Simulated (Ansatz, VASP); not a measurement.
# Ta2Se in two plane-wave programs, part 2 of 3

Wanted: the spread between two codes on one cell, functional and k mesh. The cell is taken from a series of VASP runs on this material, whose earlier steps may have relaxed, scaled or displaced it; both programs get it as it stands. Valence electrons are named where the data sets of a main pair hold unlike numbers.

VASP 6.6.1 and Ansatz 0.2.0.

So far: The structure; Ansatz: zone-centre phonons, r2SCAN.

### Step 3. VASP: zone-centre phonons, r2SCAN

Level of this step: r2SCAN; plane waves and PAW (Ta_pv, Se) (VASP).

The same cell, functional, mesh and smearing now go to VASP, with its own data sets.

Lines of VASP's logs that name or quote its potential files are left out, and so is its time.

Contents of INCAR:

```
SYSTEM = Ta2Se
PREC = Accurate
ENCUT = 400
EDIFF = 1E-08
NELM = 100
ISMEAR = 1
SIGMA = 0.2
LREAL = .FALSE.
ALGO = Normal
METAGGA = R2SCAN
LASPH = .TRUE.
NBANDS = 34
LORBIT = 11
LWAVE = .FALSE.
LCHARG = .FALSE.
KPAR = 4
IBRION = 6
NFREE = 2
POTIM = 0.015
ISIF = 2
NSW = 1
```

Contents of POSCAR:

```
Ta2Se
1.0
    3.3818935819      0.0000000000      0.0000000000
    0.0000000000      3.3818935819      0.0000000000
    0.0000000000      0.0000000000     10.2666881989
Ta Se
4 2
Direct
    0.5000000000      0.0000000000      0.7676005595
    0.0000000000      0.5000000000      0.2323994405
    0.5000000000      0.0000000000      0.0738610002
    0.0000000000      0.5000000000      0.9261389998
    0.5000000000      0.0000000000      0.3513758601
    0.0000000000      0.5000000000      0.6486241399
```

Contents of KPOINTS:

```
Automatic mesh
0
Gamma
9 9 3
0 0 0
```

Potentials, in the order of the species: Ta_pv and Se (PBE family, release 64).

The run is started by

```bash
$ mpirun -np 4 vasp_std
```

What it wrote:

```text
[banner, memory and clock lines left out]
running    4 mpi-ranks, on    1 nodes
 distrk:  each k-point on    1 cores,    4 groups
 distr:  one band on    1 cores,    1 groups

 POSCAR found type information on POSCAR TaSe
 POSCAR found :  2 types and       6 ions
|                                                                             |
|               ----> ADVICE to this user running VASP <----                  |
|                                                                             |
|     You enforced a specific xc type in the INCAR file but a different       |
|     [... a line on the potential file left out ...]
|     I HOPE YOU KNOW WHAT YOU ARE DOING!                                     |
|                                                                             |

 LDA part: xc-table for (None), standard interpolation
 POSCAR, INCAR and KPOINTS ok, starting setup
 FFT: planning ... GRIDC
 FFT: planning ... GRID_SOFT
 FFT: planning ... GRID
 WAVECAR not read
 entering main loop
       N       E                     dE             d eps       ncg     rms          rms(c)
DAV:   1     0.292330046235E+03    0.29233E+03   -0.27615E+04  2056   0.138E+03
DAV:   2    -0.218484517383E+03   -0.51081E+03   -0.50242E+03  2346   0.413E+02
DAV:   3    -0.242762467492E+03   -0.24278E+02   -0.24002E+02  2696   0.792E+01
DAV:   4    -0.243262511305E+03   -0.50004E+00   -0.49592E+00  2592   0.112E+01
DAV:   5    -0.243277385458E+03   -0.14874E-01   -0.14784E-01  2942   0.152E+00    0.305E+01
DAV:   6    -0.226586876447E+03    0.16691E+02   -0.26429E+01  2824   0.339E+01    0.134E+01
DAV:   7    -0.226745919309E+03   -0.15904E+00   -0.17571E+01  2742   0.169E+01    0.740E+00
DAV:   8    -0.225989917988E+03    0.75600E+00   -0.48764E+00  2718   0.142E+01    0.146E+00
DAV:   9    -0.226056859299E+03   -0.66941E-01   -0.31097E-01  2488   0.337E+00    0.786E-01
DAV:  10    -0.226058440529E+03   -0.15812E-02   -0.15001E-02  2844   0.665E-01    0.380E-01
DAV:  11    -0.226058739830E+03   -0.29930E-03   -0.21397E-03  2830   0.266E-01    0.147E-01
DAV:  12    -0.226058843931E+03   -0.10410E-03   -0.31635E-04  2454   0.113E-01    0.382E-02
DAV:  13    -0.226058848246E+03   -0.43154E-05   -0.29308E-05  2684   0.315E-02    0.156E-02
DAV:  14    -0.226058845273E+03    0.29728E-05   -0.69118E-06  2548   0.160E-02    0.438E-03
DAV:  15    -0.226058844737E+03    0.53650E-06   -0.63599E-07  2606   0.471E-03    0.218E-03
DAV:  16    -0.226058844617E+03    0.11947E-06   -0.11590E-07  2580   0.201E-03    0.629E-04
DAV:  17    -0.226058844742E+03   -0.12489E-06   -0.17840E-08  1736   0.808E-04    0.158E-04
DAV:  18    -0.226058844738E+03    0.48585E-08   -0.17352E-09  1422   0.270E-04
   1 F= -.22605884E+03 E0= -.22605853E+03  d E =-.945690E-03
[... from here on, the cycles between the ionic steps are left out ...]
   2 F= -.22605815E+03 E0= -.22605783E+03  d E =-.949587E-03
   6 F= -.22605777E+03 E0= -.22605746E+03  d E =-.943017E-03
   7 F= -.22605777E+03 E0= -.22605746E+03  d E =-.943029E-03
   8 F= -.22605818E+03 E0= -.22605767E+03  d E =-.154177E-02
   9 F= -.22605534E+03 E0= -.22605525E+03  d E =-.267932E-03
  10 F= -.22605818E+03 E0= -.22605786E+03  d E =-.959058E-03
  11 F= -.22605818E+03 E0= -.22605786E+03  d E =-.959033E-03
  12 F= -.22605748E+03 E0= -.22605716E+03  d E =-.984619E-03
 Finite differences progress:
  Degree of freedom:   6/  6
  Displacement:        1/  2
  Total:              11/ 12
 bond charge predicted
       N       E                     dE             d eps       ncg     rms          rms(c)
DAV:   1    -0.226052923235E+03    0.45605E-02   -0.81764E-01  2086   0.289E+00    0.423E-01
DAV:   2    -0.226058300339E+03   -0.53771E-02   -0.37008E-02  2608   0.735E-01    0.145E-01
DAV:   3    -0.226058324357E+03   -0.24018E-04   -0.30920E-03  2736   0.310E-01    0.111E-01
DAV:   4    -0.226058230481E+03    0.93876E-04   -0.14570E-03  2698   0.208E-01    0.745E-02
DAV:   5    -0.226058229878E+03    0.60320E-06   -0.24400E-04  2532   0.694E-02    0.137E-02
DAV:   6    -0.226058231136E+03   -0.12579E-05   -0.20509E-05  2490   0.248E-02    0.815E-03
DAV:   7    -0.226058229989E+03    0.11463E-05   -0.33081E-06  2566   0.985E-03    0.470E-03
DAV:   8    -0.226058230085E+03   -0.96006E-07   -0.10694E-06  2572   0.487E-03    0.230E-03
DAV:   9    -0.226058230147E+03   -0.61137E-07   -0.19629E-07  2318   0.239E-03    0.105E-03
DAV:  10    -0.226058230197E+03   -0.50413E-07   -0.38785E-08  2062   0.135E-03    0.314E-04
DAV:  11    -0.226058230210E+03   -0.13108E-07   -0.74215E-09  1288   0.692E-04    0.187E-04
DAV:  12    -0.226058230213E+03   -0.25184E-08   -0.12451E-09  1244   0.228E-04
  13 F= -.22605823E+03 E0= -.22605793E+03  d E =-.904308E-03
 Finite differences progress:
  Degree of freedom:   6/  6
  Displacement:        2/  2
  Total:              12/ 12
```

OUTCAR, selected parts (step 3):

```text
ion  position               nearest neighbor table
   1  0.500  0.000  0.768-   6 2.69   6 2.69   6 2.69   6 2.69   4 2.89   4 2.89   4 2.89   4 2.89
                             3 3.14
   2  0.000  0.500  0.232-   5 2.69   5 2.69   5 2.69   5 2.69   3 2.89   3 2.89   3 2.89   3 2.89
                             4 3.14
   3  0.500  0.000  0.074-   4 2.83   4 2.83   4 2.83   4 2.83   5 2.85   2 2.89   2 2.89   2 2.89
                             2 2.89   1 3.14
   4  0.000  0.500  0.926-   3 2.83   3 2.83   3 2.83   3 2.83   6 2.85   1 2.89   1 2.89   1 2.89
                             1 2.89   2 3.14
   5  0.500  0.000  0.351-   2 2.69   2 2.69   2 2.69   2 2.69   3 2.85
   6  0.000  0.500  0.649-   1 2.69   1 2.69   1 2.69   1 2.69   4 2.85

  LATTYP: Found a simple tetragonal cell.
 ALAT       =     3.3818935819
 C/A-ratio  =     3.0357809760

 Subroutine GETGRP returns: Found 16 space group operations
 (whereof  8 operations were pure point group operations)

The static configuration has the point symmetry D_2d.
 The point group associated with its full space group is D_4h.

 Found     30 irreducible k-points:

   k-points           NKPTS =     30   k-points in BZ     NKDIM =     30   number of bands    NBANDS=     34

   dimension x,y,z NGX =    24 NGY =   24 NGZ =   70
   dimension x,y,z NGXF=    48 NGYF=   48 NGZF=  140

   ENCUT  =  400.0 eV  29.40 Ry    5.42 a.u.   5.52  5.52 16.74*2*pi/ulx,y,z

   NELECT =      56.0000    total number of electrons

 k-points in reciprocal lattice and weights: Automatic mesh
   0.00000000  0.00000000  0.00000000       0.004
   0.11111111  0.00000000  0.00000000       0.016
   0.22222222  0.00000000  0.00000000       0.016
   0.33333333  0.00000000  0.00000000       0.016
   0.44444444  0.00000000  0.00000000       0.016
   0.11111111  0.11111111  0.00000000       0.016
   0.22222222  0.11111111  0.00000000       0.033
   0.33333333  0.11111111  0.00000000       0.033
   0.44444444  0.11111111  0.00000000       0.033
[...]
0.44444444  0.33333333  0.33333333       0.066
   0.44444444  0.44444444  0.33333333       0.033

 average (electrostatic) potential at core
       1 -43.1515       2 -43.1457       3 -42.0785       4 -42.0801       5 -58.0736
       6 -58.0597

 E-fermi :   5.9163

 k-point     1 :       0.0000    0.0000    0.0000
  band No.  band energies     occupation
    ...
     22       2.7063      2.00000
     23       2.9600      2.00000
     24       2.9600      2.00000
     25       4.8060      2.00000
     26       5.7387      2.01845
     27       6.0969     -0.02378
     28       6.0969     -0.02378
     29       6.2132     -0.05667
     30       6.2132     -0.05667
     31       6.6259     -0.00001
    ...

 k-point     2 :       0.1111    0.0000    0.0000
  band No.  band energies     occupation
    ...
     25       4.9808      2.00000
     26       5.5503      2.02662
     27       5.6278      2.06026
     28       5.9018      1.12265
     29       5.9698      0.56496
     30       6.2528     -0.03861
     31       6.9180     -0.00000
     32       7.2620     -0.00000
     33       7.4858     -0.00000
     34       7.6969     -0.00000

 k-point     3 :       0.2222    0.0000    0.0000
  band No.  band energies     occupation
    ...
     24       3.7160      2.00000
     25       4.6921      2.00000
     26       4.7622      2.00000
     27       5.5226      2.01767
     28       5.7240      2.04132
     29       6.1344     -0.06432
     30       6.5111     -0.00022
     31       6.5397     -0.00010
     32       6.9447     -0.00000
     33       6.9621     -0.00000
    ...

[...]
1.69095      0.00000      0.75831         0.000000      0.000000      0.030439
      0.00000      1.69095      9.50838         0.000000      0.000000     -0.096067
      1.69095      0.00000      3.59247         0.000000      0.000000      0.108454
      0.00000      1.69095      6.65922         0.000000      0.000000      0.020432
 -----------------------------------------------------------------------------------
    total drift:                                0.000000      0.000000     -0.000346

  FREE ENERGIE OF THE ION-ELECTRON SYSTEM (eV)
  ---------------------------------------------------
  free  energy   TOTEN  =      -226.0582302126 eV

  energy  without entropy=     -226.0573259047  energy(sigma->0) =     -226.05792878

 Eigenvectors and eigenvalues of the dynamical matrix
 ----------------------------------------------------

   1 f  =    6.329680 THz    39.770550 2PiTHz  211.135387 cm-1    26.177440 meV
             X         Y         Z           dx          dy          dz
      1.690947  0.000000  7.880716     0.000000   -0.000000   -0.037385
      0.000000  1.690947  2.385973    -0.000000    0.000000    0.037385
      1.690947  0.000000  0.758308     0.000000    0.000000    0.563809
      0.000000  1.690947  9.508380     0.000000   -0.000000   -0.563809
      1.690947  0.000000  3.607466     0.000000   -0.000000   -0.425113
      0.000000  1.690947  6.659222    -0.000000   -0.000000    0.425113

   2 f  =    5.654296 THz    35.526988 2PiTHz  188.607007 cm-1    23.384278 meV
             X         Y         Z           dx          dy          dz
      1.690947  0.000000  7.880716     0.000000    0.000000    0.206086
      0.000000  1.690947  2.385973    -0.000000   -0.000000    0.206086
      1.690947  0.000000  0.758308     0.000000    0.000000    0.217352
      0.000000  1.690947  9.508380     0.000000    0.000000    0.217352
      1.690947  0.000000  3.607466     0.000000   -0.000000   -0.640536
      0.000000  1.690947  6.659222    -0.000000   -0.000000   -0.640536

   3 f  =    5.501366 THz    34.566102 2PiTHz  183.505815 cm-1    22.751811 meV
             X         Y         Z           dx          dy          dz
      1.690947  0.000000  7.880716     0.000000    0.000000    0.428556
      0.000000  1.690947  2.385973    -0.000000   -0.000000   -0.428556
      1.690947  0.000000  0.758308     0.000000   -0.000000    0.356455
      0.000000  1.690947  9.508380    -0.000000   -0.000000   -0.356455
      1.690947  0.000000  3.607466     0.000000    0.000000    0.435063
      0.000000  1.690947  6.659222    -0.000000   -0.000000   -0.435063

   4 f  =    5.281428 THz    33.184194 2PiTHz  176.169490 cm-1    21.842223 meV
             X         Y         Z           dx          dy          dz
      1.690947  0.000000  7.880716     0.390990    0.128941   -0.000000
      0.000000  1.690947  2.385973    -0.390990   -0.128941   -0.000000
      1.690947  0.000000  0.758308     0.100132    0.033021    0.000000
      0.000000  1.690947  9.508380    -0.100132   -0.033021    0.000000
      1.690947  0.000000  3.607466     0.536709    0.176996    0.000000
      0.000000  1.690947  6.659222    -0.536709   -0.176996    0.000000

   5 f  =    5.281428 THz    33.184194 2PiTHz  176.169490 cm-1    21.842223 meV
             X         Y         Z           dx          dy          dz
      1.690947  0.000000  7.880716     0.128941   -0.390990    0.000000
      0.000000  1.690947  2.385973    -0.128941    0.390990    0.000000
      1.690947  0.000000  0.758308     0.033021   -0.100132   -0.000000
      0.000000  1.690947  9.508380    -0.033021    0.100132   -0.000000
      1.690947  0.000000  3.607466     0.176996   -0.536709   -0.000000
      0.000000  1.690947  6.659222    -0.176996    0.536709   -0.000000

   6 f  =    5.123105 THz    32.189415 2PiTHz  170.888374 cm-1    21.187449 meV
             X         Y         Z           dx          dy          dz
      1.690947  0.000000  7.880716    -0.000000   -0.000000   -0.502586
      0.000000  1.690947  2.385973     0.000000    0.000000   -0.502586
      1.690947  0.000000  0.758308    -0.000000   -0.000000    0.497351
      0.000000  1.690947  9.508380     0.000000    0.000000    0.497351
      1.690947  0.000000  3.607466    -0.000000   -0.000000    0.007064
      0.000000  1.690947  6.659222     0.000000    0.000000    0.007064

   7 f  =    4.854962 THz    30.504627 2PiTHz  161.944104 cm-1    20.078501 meV
             X         Y         Z           dx          dy          dz
      1.690947  0.000000  7.880716    -0.060566    0.025755    0.000000
      0.000000  1.690947  2.385973     0.060566   -0.025755    0.000000
      1.690947  0.000000  0.758308    -0.627519    0.266844   -0.000000
      0.000000  1.690947  9.508380     0.627519   -0.266844   -0.000000
      1.690947  0.000000  3.607466     0.161196   -0.068547    0.000000
      0.000000  1.690947  6.659222    -0.161196    0.068547    0.000000

   8 f  =    4.854962 THz    30.504627 2PiTHz  161.944104 cm-1    20.078501 meV
             X         Y         Z           dx          dy          dz
      1.690947  0.000000  7.880716    -0.025755   -0.060566    0.000000
      0.000000  1.690947  2.385973     0.025755    0.060566    0.000000
      1.690947  0.000000  0.758308    -0.266844   -0.627519   -0.000000
      0.000000  1.690947  9.508380     0.266844    0.627519   -0.000000
      1.690947  0.000000  3.607466     0.068547    0.161196    0.000000
      0.000000  1.690947  6.659222    -0.068547   -0.161196    0.000000

   9 f  =    4.617900 THz    29.015120 2PiTHz  154.036558 cm-1    19.098090 meV
             X         Y         Z           dx          dy          dz
      1.690947  0.000000  7.880716     0.296073   -0.118552   -0.000000
      0.000000  1.690947  2.385973     0.296073   -0.118552   -0.000000
      1.690947  0.000000  0.758308     0.086578   -0.034667    0.000000
      0.000000  1.690947  9.508380     0.086578   -0.034667    0.000000
      1.690947  0.000000  3.607466    -0.579445    0.232018   -0.000000
      0.000000  1.690947  6.659222    -0.579445    0.232018    0.000000

  10 f  =    4.617900 THz    29.015120 2PiTHz  154.036558 cm-1    19.098090 meV
             X         Y         Z           dx          dy          dz
      1.690947  0.000000  7.880716    -0.118552   -0.296073    0.000000
      0.000000  1.690947  2.385973    -0.118552   -0.296073    0.000000
      1.690947  0.000000  0.758308    -0.034667   -0.086578   -0.000000
      0.000000  1.690947  9.508380    -0.034667   -0.086578   -0.000000
      1.690947  0.000000  3.607466     0.232018    0.579445   -0.000000
      0.000000  1.690947  6.659222     0.232018    0.579445   -0.000000

  11 f  =    2.923333 THz    18.367845 2PiTHz   97.511901 cm-1    12.089929 meV
             X         Y         Z           dx          dy          dz
      1.690947  0.000000  7.880716     0.000000    0.000000   -0.561197
      0.000000  1.690947  2.385973     0.000000   -0.000000    0.561197
      1.690947  0.000000  0.758308    -0.000000   -0.000000    0.234646
      0.000000  1.690947  9.508380     0.000000    0.000000   -0.234646
      1.690947  0.000000  3.607466    -0.000000   -0.000000    0.360554
      0.000000  1.690947  6.659222    -0.000000    0.000000   -0.360554

  12 f  =    2.206989 THz    13.866919 2PiTHz   73.617220 cm-1     9.127368 meV
             X         Y         Z           dx          dy          dz
      1.690947  0.000000  7.880716     0.279427   -0.340974    0.000000
      0.000000  1.690947  2.385973     0.279427   -0.340974    0.000000
      1.690947  0.000000  0.758308    -0.338066    0.412530    0.000000
      0.000000  1.690947  9.508380    -0.338066    0.412530    0.000000
      1.690947  0.000000  3.607466     0.092263   -0.112586   -0.000000
      0.000000  1.690947  6.659222     0.092263   -0.112586    0.000000

  13 f  =    2.206989 THz    13.866919 2PiTHz   73.617220 cm-1     9.127368 meV
             X         Y         Z           dx          dy          dz
      1.690947  0.000000  7.880716    -0.340974   -0.279427    0.000000
      0.000000  1.690947  2.385973    -0.340974   -0.279427    0.000000
      1.690947  0.000000  0.758308     0.412530    0.338066    0.000000
      0.000000  1.690947  9.508380     0.412530    0.338066   -0.000000
      1.690947  0.000000  3.607466    -0.112586   -0.092263    0.000000
      0.000000  1.690947  6.659222    -0.112586   -0.092263    0.000000
    [... 42 further lines ...]
      0.000000  1.690947  9.508380    -0.045074    0.452550    0.000000
      1.690947  0.000000  3.607466    -0.029604    0.297232    0.000000
      0.000000  1.690947  6.659222    -0.029604    0.297232    0.000000

 ELASTIC MODULI CONTR FROM IONIC RELAXATION (kBar)
 Direction    XX          YY          ZZ          XY          YZ          ZX
 --------------------------------------------------------------------------------
 XX        -436.6908   -436.6908   -876.9419      0.0000      0.0000     -0.0000
 YY        -436.6908   -436.6908   -876.9419      0.0000      0.0000     -0.0000
 ZZ        -876.9419   -876.9419  -1891.1771      0.0000      0.0000     -0.0000
 XY           0.0000      0.0000      0.0000      0.0000      0.0000      0.0000
 YZ           0.0000      0.0000      0.0000      0.0000   -315.2169     -0.0000
 ZX          -0.0000     -0.0000     -0.0000      0.0000     -0.0000   -315.2193
 --------------------------------------------------------------------------------

 total charge
# of ion       s       p       d       tot
------------------------------------------
    1        0.326   6.159   2.373   8.858
    2        0.326   6.159   2.373   8.858
    3        0.361   6.185   2.403   8.950
    4        0.361   6.185   2.403   8.950
    5        1.461   2.426   0.069   3.955
    6        1.461   2.426   0.069   3.955
--------------------------------------------------
tot          4.297  29.540   9.690  43.526

[... 1 further part left out ...]
```

CONTCAR:

```
Ta2Se
   1.00000000000000
     3.3818935819000000    0.0000000000000000    0.0000000000000000
     0.0000000000000000    3.3818935819000000    0.0000000000000000
     0.0000000000000000    0.0000000000000000   10.2666881989000007
  Ta              Se
     4     2
Direct
     0.5000000000000000    0.0000000000000000    0.7676005594999964
     0.0000000000000000    0.5000000000000000    0.2323994404999965
     0.5000000000000000    0.0000000000000000    0.0738610001999973
     0.0000000000000000    0.5000000000000000    0.9261389998000027
     0.5000000000000001    0.0000000000000000    0.3499148242031842
     0.0000000000000000    0.5000000000000000    0.6486241399000008
```

The last energy, forces, stress and levels in OUTCAR belong to the last displaced cell, not to the cell of POSCAR. The k-mesh is coarse for a metal. The PAW data sets were made with PBE, which is usual practice but a small mismatch for other functionals.

Levels, forces or a CONTCAR printed for this step are those of its last displaced cell, not of the structure at rest.

[end of part 2 of 3]

[Lines on the potential files, build, host, timing and source positions are cut from VASP's logs without a mark.]

[Logs are printed without paths, hosts, clocks, repeated set-up lines and the standing remarks that a program may print on its own settings, such as how far it seeks lower states.]

[Hosts, paths, dates, database ids (printed as entryN), source tags and the programs' standing remarks are cut or masked in the printed files.]
